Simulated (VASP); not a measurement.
Data:

```
CELL_PARAMETERS angstrom
      1.65759    -5.08945     0.00000
      1.65759     5.08945     0.00000
      0.00000     0.00000     4.18397
ATOMIC_POSITIONS crystal
  P  0.10625 0.89375 0.92701
  P  0.39375 0.60625 0.42701
  P  0.60625 0.39375 0.57299
  P  0.89375 0.10625 0.07299
```

Method: PBE GGA with D4 dispersion, VASP's PBE PAW potentials (set 64) (plane waves; VASP). Numerical set-up: 520 eV cut-off, 9×9×7 Γ-centred mesh, first-order Methfessel-Paxton smearing of 0.10 eV, potentials P.

Predict the energy per atom (σ→0), band gap (on the k-mesh) with the smallest direct gap where there is one.

```
Property                                                    Result
------------------------  ----------------------------------------
band gap (on the k-mesh)  none (metal, semimetal or under 0.01 eV)
energy per atom (σ→0)                               -5.763 eV/atom
```

The compound is P in the black structure. It was relaxed first, which changed the volume by -7 %. The start is the result of an earlier pass.
